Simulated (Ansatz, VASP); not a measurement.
## Cross-check of GaN (wurtzite GaN) between VASP and Ansatz

One calculation is typed for both programs; each brings its own data sets. How far apart do they land? The cell is taken from a series of runs on this material, whose earlier steps may have relaxed, scaled, displaced or heated it; both programs get it as it stands.

Main program and level: Ansatz 0.2.0; plane waves, with VASP 6.6.1 beside it; single point at HSE06.

## 1. The structure

It takes space group P6_3mc (No. 186, hexagonal). The conventional cell has a = 3.190 Å, b = 3.190 Å, c = 5.190 Å, α = 90.00°, β = 90.00°, γ = 120.00°. Nearest to Ga lie 4 N at 1.95 to 1.96 Å. N has 4 Ga at 1.95 to 1.96 Å nearest. Farther neighbours and most contacts between anions are not listed.

## 2. VASP: single point, HSE06

With cell and atoms fixed, the geometry can't cause a difference; cores, projectors, grids and the points listed under the comparison can.

Lines of VASP's logs that name or quote its potential files are left out, and so is its time.

The run reads the wave functions of an earlier VASP run, which isn't shown here.

Contents of INCAR:

```
SYSTEM = GaN
PREC = Accurate
ENCUT = 520
EDIFF = 1E-06
NELM = 100
ISMEAR = 0
SIGMA = 0.01
LREAL = .FALSE.
ALGO = Normal
LHFCALC = .TRUE.
AEXX = 0.25
GGA = PE
HFSCREEN = 0.208
LASPH = .TRUE.
NBANDS = 24
PRECFOCK = Fast
LORBIT = 11
LWAVE = .FALSE.
LCHARG = .FALSE.
KPAR = 8
ISIF = 2
```

Contents of POSCAR:

```
GaN
1.0
    3.1900000000      0.0000000000      0.0000000000
   -1.5950000000      2.7626210381      0.0000000000
    0.0000000000      0.0000000000      5.1900000000
Ga N
2 2
Direct
    0.3333333333      0.6666666667      0.0000000000
    0.6666666667      0.3333333333      0.5000000000
    0.3333333333      0.6666666667      0.3770000000
    0.6666666667      0.3333333333      0.8770000000
```

Contents of KPOINTS:

```
Automatic mesh
0
Gamma
8 8 4
0 0 0
```

Potentials, in the order of the species: Ga_d and N (PBE family, release 64).

Started as:

```sh
$ mpirun -np 8 vasp_std
```

Numbers of over 12 decimals in the logs are rounded to 6 here.

Log:

```text
[banner, memory and clock lines left out]
running    8 mpi-ranks, on    1 nodes
 distrk:  each k-point on    1 cores,    8 groups
 distr:  one band on    1 cores,    1 groups

 POSCAR found type information on POSCAR GaN
 POSCAR found :  2 types and       4 ions
|                                                                             |
|           W    W    AA    RRRRR   N    N  II  N    N   GGGG   !!!           |
|           W    W   A  A   R    R  NN   N  II  NN   N  G    G  !!!           |
|           W    W  A    A  R    R  N N  N  II  N N  N  G       !!!           |
|           W WW W  AAAAAA  RRRRR   N  N N  II  N  N N  G  GGG   !            |
|           WW  WW  A    A  R   R   N   NN  II  N   NN  G    G                |
|           W    W  A    A  R    R  N    N  II  N    N   GGGG   !!!           |
|                                                                             |
|     For optimal performance we recommend to set                             |
|       NCORE = 2 up to number-of-cores-per-socket                            |
|     NCORE specifies how many cores store one orbital (NPAR=cpu/NCORE).      |
|     This setting can greatly improve the performance of VASP for DFT.       |
|     The default, NCORE=1 might be grossly inefficient on modern             |
|     multi-core architectures or massively parallel machines. Do your        |
|     Unfortunately you need to use the default for GW and RPA                |
|     calculations (for HF NCORE is supported but not extensively tested      |
|     yet).                                                                   |
|                                                                             |

 LDA part: xc-table for (Slater+PW92), standard interpolation
 found WAVECAR, reading the header
 POSCAR, INCAR and KPOINTS ok, starting setup
 FFT: planning ... GRIDC
 FFT: planning ... GRID_SOFT
 FFT: planning ... GRID
 reading WAVECAR
 the WAVECAR file was read successfully
 initial charge from wavefunction
 entering main loop
       N       E                     dE             d eps       ncg     rms          rms(c)
DAV:   1    -0.295244158457E+02   -0.29524E+02   -0.12215E+00  2040   0.305E+01    0.792E-01
DAV:   2    -0.295224324114E+02    0.19834E-02   -0.14027E-01  2160   0.719E+00    0.589E-01
DAV:   3    -0.295189360186E+02    0.34964E-02   -0.16471E-02  2264   0.252E+00    0.353E-01
DAV:   4    -0.295185723222E+02    0.36370E-03   -0.42677E-03  2216   0.669E-01    0.163E-01
DAV:   5    -0.295183860467E+02    0.18628E-03   -0.21230E-04  1784   0.142E-01    0.918E-02
DAV:   6    -0.295183143481E+02    0.71699E-04   -0.31185E-05  1840   0.531E-02    0.520E-02
DAV:   7    -0.295182889153E+02    0.25433E-04   -0.88607E-06  1664   0.269E-02    0.299E-02
DAV:   8    -0.295182799608E+02    0.89544E-05   -0.28125E-06  1456   0.165E-02    0.175E-02
DAV:   9    -0.295182767312E+02    0.32297E-05   -0.14937E-06  1192   0.111E-02    0.106E-02
DAV:  10    -0.295182754938E+02    0.12373E-05   -0.52090E-07   888   0.732E-03    0.643E-03
DAV:  11    -0.295182750098E+02    0.48397E-06   -0.28166E-07   848   0.503E-03
   1 F= -.29518275E+02 E0= -.29518275E+02  d E =-.146205E-60
```

OUTCAR, selected parts (step 2):

```text
ion  position               nearest neighbor table
   1  0.333  0.667  0.000-   4 1.95   4 1.95   4 1.95   3 1.96
   2  0.667  0.333  0.500-   3 1.95   3 1.95   3 1.95   4 1.96
   3  0.333  0.667  0.377-   2 1.95   2 1.95   2 1.95   1 1.96
   4  0.667  0.333  0.877-   1 1.95   1 1.95   1 1.95   2 1.96

  LATTYP: Found a hexagonal cell.
 ALAT       =     3.1900000000
 C/A-ratio  =     1.6269592476

 Subroutine GETGRP returns: Found 12 space group operations
 (whereof  6 operations were pure point group operations)

The static configuration has the point symmetry C_3v.
 The point group associated with its full space group is C_6v.

 Found     30 irreducible k-points:

   k-points           NKPTS =     30   k-points in BZ     NKDIM =    256   number of bands    NBANDS=     24

   dimension x,y,z NGX =    24 NGY =   24 NGZ =   40
   dimension x,y,z NGXF=    48 NGYF=   48 NGZF=   80

   ENCUT  =  520.0 eV  38.22 Ry    6.18 a.u.   5.93  5.93  9.65*2*pi/ulx,y,z

   NELECT =      36.0000    total number of electrons

 k-points in reciprocal lattice and weights: Automatic mesh
   0.00000000  0.00000000  0.00000000       0.004
   0.12500000 -0.00000000  0.00000000       0.023
   0.25000000 -0.00000000  0.00000000       0.023
   0.37500000 -0.00000000  0.00000000       0.023
   0.50000000 -0.00000000  0.00000000       0.012
   0.12500000  0.12500000  0.00000000       0.023
   0.25000000  0.12500000  0.00000000       0.047
   0.37500000  0.12500000  0.00000000       0.047
   0.25000000  0.25000000  0.00000000       0.023
[...]
0.25000000  0.25000000  0.50000000       0.023
   0.37500000  0.25000000  0.50000000       0.023

  exchange ACFDT corr.  =         0.00000000  see jH, gK, PRB 81, 115126

 average (electrostatic) potential at core
       1 -56.4860       2 -56.4860       3 -56.9989       4 -56.9989

 E-fermi :   4.5967

 k-point     1 :       0.0000    0.0000    0.0000
  band No.  band energies     occupation
    ...
     14       3.3624      2.00000
     15       3.3624      2.00000
     16       4.4571      2.00000
     17       4.4826      2.00000
     18       4.4826      2.00000
     19       7.6553      0.00000
     20      10.1486      0.00000
     21      15.4435      0.00000
     22      15.9322      0.00000
     23      15.9322      0.00000
    ...

 k-point     2 :       0.1250   -0.0000    0.0000
  band No.  band energies     occupation
    ...
     14       2.2584      2.00000
     15       3.0315      2.00000
     16       3.3202      2.00000
     17       4.2883      2.00000
     18       4.3326      2.00000
     19       8.6919      0.00000
     20      11.0578      0.00000
     21      14.6906      0.00000
     22      15.2214      0.00000
     23      16.3581      0.00000
    ...

 k-point     3 :       0.2500   -0.0000    0.0000
  band No.  band energies     occupation
    ...
     14       0.2088      2.00000
     15       1.4360      2.00000
     16       2.3459      2.00000
     17       3.7389      2.00000
     18       3.9469      2.00000
     19      10.1354      0.00000
     20      11.8834      0.00000
     21      13.3714      0.00000
     22      14.5766      0.00000
     23      16.3398      0.00000
    ...

  Total       -0.3303796     -0.3303796     -0.3446468      0.0000000      0.0000000      0.0000000
  in kB      -11.5729586    -11.5729586    -12.0727282      0.0000000      0.0000000      0.0000000
  external PRESSURE =     -11.7395484 kB  Pullay stress =       0.0000000 kB

  energy-cutoff  :      520.00
  volume of cell :       45.74
      direct lattice vectors                 reciprocal lattice vectors
     3.190000000  0.000000000  0.000000000     0.313479624  0.180987545  0.000000000
    -1.595000000  2.762621038  0.000000000     0.000000000  0.361975090  0.000000000
     0.000000000  0.000000000  5.190000000     0.000000000  0.000000000  0.192678227

 POSITION                                       TOTAL-FORCE (eV/Angst)
 -----------------------------------------------------------------------------------
     -0.00000      1.84175      0.00000         0.000000      0.000000     -0.009407
      1.59500      0.92087      2.59500        -0.000000     -0.000000     -0.009407
     -0.00000      1.84175      1.95663        -0.000000      0.000000      0.009407
      1.59500      0.92087      4.55163         0.000000     -0.000000      0.009407
 -----------------------------------------------------------------------------------
    total drift:                                0.000001     -0.000000     -0.000054

  FREE ENERGIE OF THE ION-ELECTRON SYSTEM (eV)
  ---------------------------------------------------
  free  energy   TOTEN  =       -29.5182750098 eV

  energy  without entropy=      -29.5182750098  energy(sigma->0) =      -29.51827501

 total charge
# of ion       s       p       d       tot
------------------------------------------
    1        0.752   0.890  10.200  11.842
    2        0.752   0.890  10.200  11.842
    3        1.221   2.541   0.000   3.762
    4        1.221   2.541   0.000   3.762
--------------------------------------------------
tot          3.945   6.861  20.400  31.207

[... 3 further parts left out ...]
```

The run ends at a pressure of -1.17 GPa, with forces up to 0.0094 eV/Å.

## 3. Ansatz: single point, HSE06

Ansatz runs on its default PAW (the set named soft_2) files.

The same cell, functional and mesh now go to Ansatz, which takes its cutoff from its data sets.

Contents of input.yaml:

```yaml
crystal:
  lattice:
    - [3.19, 0.0, 0.0]
    - [-1.595, 2.7626210381, 0.0]
    - [0.0, 0.0, 5.19]
  atoms:
    - { symbol: Ga, position: [0.3333333333, 0.6666666667, 0.0] }
    - { symbol: Ga, position: [0.6666666667, 0.3333333333, 0.5] }
    - { symbol: "N", position: [0.3333333333, 0.6666666667, 0.377] }
    - { symbol: "N", position: [0.6666666667, 0.3333333333, 0.877] }
kpoints:
  mp_grid: { grid: [8, 8, 4] }
hamiltonian:
  xc: hse06
scf:
  occupations: { method: fixed }
  convergence: { dr2_threshold: 1.0e-08 }
output:
  eigenvalues: true
checkpoint:
  write: bulk-hse.run
  compress: false
  write_wavefunctions: false
```

Started as:

```sh
$ ansatz run input.yaml --threads 4 --pin off --max-ram 16384MiB --backend cpu --events-out ev --progress --plain --runs-dir out
```

Log:

```text
Engine: ansatz 0.2.0, aarch64-unknown-linux-gnu
Pseudopotentials: kind: paw
Pseudopotential: Ga, paw, valence charge 13, recommended cutoff 420 eV (normal), Ga.paw.azcp
Pseudopotential: N, paw, valence charge 5, recommended cutoff 420 eV (normal), N.paw.azcp
Functional definition: HSE06
  parameter a = 0.25
  parameter omega = 0.11/bohr
  exchange = pbe_x - a*pbe_x_sr(omega) + a*exact_x_sr(omega)
  correlation = pbe_c
davidson cushion auto → on  (no smearing: the cushion is to keep the highest requested band from converging to the state above it; pin scf.eigensolver.cushion to override)
Crystal: 4 atoms, lattice volume = 45.738 Å³
Basis set: ecut = 420 eV, 917 PW (Γ)
Bands: 22, of which v1, the nominal top of the filled ones, is band 18 counted from 1 (17 counted from 0)
Symmetry: 12 space group operations
Space group: P63mc (ITA 186), of the structure as read, at distance tolerance 3.6e-5 Å
k-points: 30 of 256 (time reversal used)
Non-local potential: Ga, projectors of the file, l = 0: 2, l = 1: 2, l = 2: 3, l = 3: 1
Non-local potential: N, projectors of the file, l = 0: 2, l = 1: 2, l = 2: 1
PAW form: soft (Blöchl's): semilocal exchange-correlation on the pseudo side does not see the compensation charge
PAW frozen core: Ga, regenerated for the run's functional, and the local potential with it (the file was generated under x = pbe(κ = 0.804, μ = 0.219515), c = pbe(β = 0.066725))
PAW frozen core: N, regenerated for the run's functional, and the local potential with it (the file was generated under x = pbe(κ = 0.804, μ = 0.219515), c = pbe(β = 0.066725))
PAW one-centre angular grid: Ga, 590 points (default); XC on 64 Gauss nodes
PAW one-centre angular grid: N, 110 points (default); XC on 64 Gauss nodes
Initial density: superposition of atomic densities (neutral atoms: chi_scale 0, normalization atom), corrected by the library's trained network
Initial wavefunctions: pseudopotential atomic-orbital guess
Functional: x = pbe(κ = 0.804, μ = 0.219515), c = pbe(β = 0.066725), warm-up for x = pbe(κ = 0.804, μ = 0.219515) + 0.25 (exact − pbe) at short range (hse, ω = 0.207870 Å⁻¹), c = pbe(β = 0.066725); HSE06 as pw.x's `hse` composes it (authors' and Libxc's form: `xc: wpbeh`)
SCF iter   1: F=—  HF=-8335.824831 eV  |F-HF|=—  |Δ(HF+E_count)|=         —  Δρ=9.73e-4  dr2=2.93e-4  ethr=1.77e-3  ⟨swp⟩=2.0  Hψ=4545  notcnv=0
preconditioner: auto → none  [insulator: Δε(μ)=1.895 eV  Ē_g=16.579 eV  n_scr=22 (ndim 8)  ℏωp=32.9 eV  f_vac=0.010]
SCF iter   2: F=-8335.825163 eV  HF=-8335.825122 eV  |F-HF|=4.08e-5  |Δ(HF+E_count)|=   2.91e-4  Δρ=4.91e-4  dr2=7.41e-5  ethr=8.15e-7  ⟨swp⟩=4.9  Hψ=2507  notcnv=0
SCF 1 stopped early in 2 iterations: F = -8335.825163 eV  dr2 = 7.41e-5
  greatest PAW one-centre occupation: 0.995 electrons in one spin orbital (limit 2), on the Ga atom at site 1 (counted from 0), in its partial waves of l = 2
Initial density: handed on by an earlier stage of this run
Initial wavefunctions: those handed on with the density
Functional: x = pbe(κ = 0.804, μ = 0.219515) + 0.25 (exact − pbe) at short range (hse, ω = 0.207870 Å⁻¹), c = pbe(β = 0.066725); HSE06 as pw.x's `hse` composes it (authors' and Libxc's form: `xc: wpbeh`)
Exchange kernel: α = 0.2500, screened, ω = 0.2079 Å⁻¹, Wigner–Seitz truncation, v(0) = 1046.5229 eV·Å³, q-mesh 8×8×4, nearest image of the exchange supercell L = 20.76 Å, pair-density grid 18×18×30, without the augmentation charges, whose exchange is taken in its separable form by FFT convolution over the k-point mesh (sized by the pseudopotential files, 20×20×36 at the most), smooth part of the exact exchange by density-matrix convolution
Frozen-core exchange: fock
SCF iter   1: F=—  HF=-8336.832884 eV  |F-HF|=—  |Δ(HF+E_count)|=         —  Δρ=1.74e-2  dr2=5.48e-2  ethr=2.06e-6  ⟨swp⟩=7.5  Hψ=3633  notcnv=0
preconditioner: auto → none  [insulator: Δε(μ)=3.106 eV  Ē_g=19.677 eV  n_scr=22 (ndim 8)  ℏωp=32.9 eV  f_vac=0.009]
SCF iter   2: F=—  HF=-8336.806407 eV  |F-HF|=—  |Δ(HF+E_count)|=   2.65e-2  Δρ=4.33e-3  dr2=5.67e-3  ethr=2.06e-6  ⟨swp⟩=4.0  Hψ=2790  notcnv=0
SCF iter   3: F=—  HF=-8336.822391 eV  |F-HF|=—  |Δ(HF+E_count)|=   1.60e-2  Δρ=4.34e-3  dr2=3.16e-3  ethr=2.06e-6  ⟨swp⟩=4.0  Hψ=2776  notcnv=0
SCF iter   4: F=—  HF=-8336.821899 eV  |F-HF|=—  |Δ(HF+E_count)|=   4.92e-4  Δρ=1.45e-3  dr2=4.92e-4  ethr=2.06e-6  ⟨swp⟩=3.0  Hψ=1834  notcnv=0
SCF iter   5: F=—  HF=-8336.821902 eV  |F-HF|=—  |Δ(HF+E_count)|=   3.01e-6  Δρ=3.80e-4  dr2=8.32e-5  ethr=8.75e-7  ⟨swp⟩=3.0  Hψ=1749  notcnv=0
SCF iter   6: F=-8336.822167 eV  HF=-8336.822191 eV  |F-HF|=2.42e-5  |Δ(HF+E_count)|=   2.89e-4  Δρ=2.75e-4  dr2=1.49e-5  ethr=1.65e-7  ⟨swp⟩=4.0  Hψ=2332  notcnv=0
SCF 2 stopped early in 6 iterations: F = -8336.822167 eV  dr2 = 1.49e-5
  greatest PAW one-centre occupation: 0.996 electrons in one spin orbital (limit 2), on the Ga atom at site 0 (counted from 0), in its partial waves of l = 2
hybrid outer 1: dexx = +1.842e-2 eV, tail = 1.19e-4 eV
Exchange kernel: α = 0.2500, screened, ω = 0.2079 Å⁻¹, Wigner–Seitz truncation, v(0) = 1046.5229 eV·Å³, q-mesh 8×8×4, nearest image of the exchange supercell L = 20.76 Å, pair-density grid 18×18×30, without the augmentation charges, whose exchange is taken in its separable form by FFT convolution over the k-point mesh (sized by the pseudopotential files, 20×20×36 at the most), smooth part of the exact exchange by density-matrix convolution
Frozen-core exchange: fock
SCF iter   1: F=—  HF=-8336.821568 eV  |F-HF|=—  |Δ(HF+E_count)|=         —  Δρ=1.08e-4  dr2=6.29e-6  ethr=1.65e-6  ⟨swp⟩=3.0  Hψ=1563  notcnv=0
preconditioner: auto → none  [insulator: Δε(μ)=3.157 eV  Ē_g=19.514 eV  n_scr=22 (ndim 8)  ℏωp=32.9 eV  f_vac=0.012]
iter 2 solved again at ethr=1.18e-10 eV; its pass at ethr=1.65e-8 eV (dr2=4.25e-8 eV) is discarded
SCF iter   2: F=—  HF=-8336.821571 eV  |F-HF|=—  |Δ(HF+E_count)|=   2.90e-6  Δρ=1.59e-5  dr2=2.98e-7  ethr=1.18e-10  ⟨swp⟩=2.8  Hψ=4144  notcnv=0  defer=2
SCF iter   3: F=—  HF=-8336.821574 eV  |F-HF|=—  |Δ(HF+E_count)|=   2.69e-6  Δρ=3.26e-5  dr2=3.94e-7  ethr=1.18e-10  ⟨swp⟩=4.4  Hψ=2804  notcnv=0  defer=2
SCF iter   4: F=—  HF=-8336.821574 eV  |F-HF|=—  |Δ(HF+E_count)|=   6.34e-8  Δρ=8.64e-6  dr2=2.10e-8  ethr=1.18e-10  ⟨swp⟩=4.0  Hψ=2421  notcnv=0
SCF iter   5: F=—  HF=-8336.821574 eV  |F-HF|=—  |Δ(HF+E_count)|=   9.69e-9  Δρ=2.93e-6  dr2=8.64e-9  ethr=4.17e-11  ⟨swp⟩=3.0  Hψ=2023  notcnv=0
SCF iter   6: F=-8336.821574 eV  HF=-8336.821574 eV  |F-HF|=8.62e-9  |Δ(HF+E_count)|=   6.31e-8  Δρ=5.26e-6  dr2=9.59e-9  ethr=4.69e-12  ⟨swp⟩=4.8  Hψ=2744  notcnv=0  defer=9
SCF 3 converged in 6 iterations: F = -8336.821574 eV  dr2 = 9.59e-9
hybrid outer 2: dexx = +2.726e-6 eV, tail = 4.72e-8 eV, Δε = 7.98e-3 eV (about 1.99e-4 eV left of the loop's levels)
hybrid SCF converged: 2 outer / 12 inner (+2 warm-up), last move |dexx| = 2.73e-6 eV, tail = 4.72e-8 eV
Stability not checked: this state was not tested for a lower state beside it, because the functional holds exact exchange (a hybrid, or Hartree-Fock), whose exchange loop this test does not read (fock_operator; see scf.lower_state_search)
Free energy (F): -8336.821573 eV
Frozen-core exchange: fock
Harris-Foulkes:  -8336.821573 eV  (|F-HF|=8.62e-9)
Internal energy: -8336.821573 eV  (E = F + TS)
E sigma→0 (E₀):  -8336.821573 eV
Fermi energy:    8.847154 eV
--- Per-component energies (eV) ---
  E_band       = -92.865189
  E_kinetic    = 493.392264
  E_local      = -3912.995019  (includes V_loc(G=0)·N_el)
  E_nonlocal   = 949.714353
  E_hartree    = 1807.956102
  E_xc         = -207.099825
  E_vxc        = -214.254934  (∫ρ·V_xc dr)
  E_exx        = -124.006224  (= α·E_x^exact, valence–valence)
  E_paw        = -4171.708964  (= ΣΔE_a)
  E_vpaw       = -776.624418  (= ΣTr[D̂ρ^β])
  E_aug_tail   = 0.000119  (compensation charges beyond the density's cutoff)
  E_ewald      = -3172.254578
  E_core_change = 0.180199  (= ΣΔE_core)
  E_smearing   = -0.000000  (= −TS)
  E_closure    = 0.000000  (closes the sum)
  Σ components = -8336.821573   (vs F -8336.821573, Δ=0.00e0)
--- Band table (eV; the first three rows and the last of 30) ---
  k-point 0: bands = [... 14 lower, 7.7291, 8.8214, 8.8472, 8.8472, 12.0047, 14.5093, 19.7974, 20.3042]
  k-point 1: bands = [... 14 lower, 7.8856, 7.8856, 8.6759, 8.6759, 13.2113, 14.6246, 19.3426, 19.9829]
  k-point 2: bands = [... 14 lower, 8.2734, 8.2734, 8.2734, 8.2734, 14.4877, 14.4877, 18.9115, 18.9115]
  k-point 29: bands = [... 14 lower, 4.6654, 4.6654, 7.2473, 7.2473, 16.2821, 16.2821, 18.0369, 18.0369]
```

## 4. Side by side

Known differences besides the potentials themselves: exact exchange at q = 0 is treated differently, which shows on coarse meshes; VASP keeps PBE cores, Ansatz makes them for the functional; fixed occupations in Ansatz, narrow Gaussian smearing in VASP; the cutoff is 420 eV in Ansatz and 520 eV in VASP; VASP takes a coarser grid for exact exchange (PRECFOCK = Fast). Total energies have different zeros and are not compared.

Compared:

```csv
quantity,Ansatz,VASP,difference
gap on the k mesh (eV),3.158,3.173,-0.015
```

A gap on the mesh is an upper bound, since the band edges may lie between its points.

## 5. Results

* difference in gap on the k mesh (single point, HSE06): -0.015 eV

**Reading.** The difference in gap on the k mesh is -0.015 eV (single point, HSE06), within the 0.08 eV picked in this series as the mark of a large difference. Such differences can come from data sets, numerical settings and the points named under the comparisons, not from the functional's error against experiment.

[Lines on the potential files, build, host, timing and source positions are cut from VASP's logs without a mark.]

[Logs are printed without paths, hosts, clocks, repeated set-up lines and the standing remarks that a program may print on its own settings, such as how far it seeks lower states.]

[Hosts, paths, dates, database ids (printed as entryN), source tags and the programs' standing remarks are cut or masked in the printed files.]
